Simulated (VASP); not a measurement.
These are PBEsol GGA with spin-orbit coupling, VASP's PBE PAW potentials (set 64) (plane waves; VASP) values and carry that method's errors.

Input for VASP

### INCAR
```
GGA_COMPAT=.False.
SIGMA=0.05
LREAL=.False.   # projection in real space or not
EDIFF=1E-6
LMAXMIX=4   # l cut-off of mixed one-centre charges
MAGMOM=0 0 0 0 0 0 0 0 0
LSORBIT=.True.
LWAVE=.False.
SYSTEM=TiB2
GGA=PS   # PBEsol
ALGO=Normal   # blocked Davidson
LASPH=.True.
ENCUT=520
PREC=Accurate
LCHARG=.False.
NELM=100   # most electronic steps
ISMEAR=0   # Gaussian
```

**KPOINTS**
```
kpoints
0
Gamma
12 12 12
0 0 0
```

KPOINTS_OPT:
```
k-points along high-symmetry lines
5
Line-mode
Reciprocal
  0.000000   0.000000   0.000000 ! GAMMA
  0.000000   0.000000   0.500000 ! X

  0.000000   0.000000   0.500000 ! X
  0.250000   0.250000   0.250000 ! P

  0.250000   0.250000   0.250000 ! P
  0.000000   0.500000   0.000000 ! N

  0.000000   0.500000   0.000000 ! N
  0.000000   0.000000   0.000000 ! GAMMA

  0.000000   0.000000   0.000000 ! GAMMA
  0.500000   0.500000  -0.500000 ! M

  0.500000   0.500000  -0.500000 ! M
  0.291733   0.708267  -0.291733 ! S

 -0.291733   0.291733   0.291733 ! S_0
  0.000000   0.000000   0.000000 ! GAMMA

  0.000000   0.000000   0.500000 ! X
 -0.083466   0.083466   0.500000 ! R

  0.500000   0.500000  -0.083466 ! G
  0.500000   0.500000  -0.500000 ! M
```

### POSCAR
```
TiB2
1
   -1.5823557073     1.5823557073     2.9824867481
    1.5823557073    -1.5823557073     2.9824867481
    1.5823557073     1.5823557073    -2.9824867481
Ti B
1 2
Direct
  0.0000000000   0.0000000000   0.0000000000
  0.3678163362   0.3678163362   0.0000000000
  0.6321836638   0.6321836638   0.0000000000
```

POTCAR, in this order: Ti_sv B (PBE.64 set). Program: vasp_ncl.

### Question
Predict the energy per atom (σ→0), band gap (over mesh and band path).

### Answer

```json
{
 "energy per atom (σ→0)": "-7.350 eV/atom",
 "band gap (over mesh and band path)": "none (metal, semimetal or under 0.01 eV)"
}
```

**OSZICAR**
```
...
DAV:  10    -0.220507060092E+02    0.37311E-02   -0.22859E-02 10908   0.176E+00    0.874E-02
DAV:  11    -0.220509253402E+02   -0.21933E-03   -0.17015E-03 11696   0.385E-01    0.931E-02
DAV:  12    -0.220509125043E+02    0.12836E-04   -0.83573E-05 11512   0.943E-02    0.612E-02
DAV:  13    -0.220509159589E+02   -0.34545E-05   -0.35260E-04 10580   0.200E-01    0.510E-02
DAV:  14    -0.220509026556E+02    0.13303E-04   -0.10385E-04 10544   0.121E-01    0.650E-03
DAV:  15    -0.220509027925E+02   -0.13683E-06   -0.21172E-06  7916   0.151E-02
   1 F= -.22050903E+02 E0= -.22049895E+02  d E =-.201479E-02  mag=     0.0000     0.0000    -0.0000
       N       E                     dE             ncg
```

The structure was generated: TiB2 was put into the MoSi2 type (I4/mmm), which need not be its known phase. It was relaxed first, which changed the volume by +7 %.
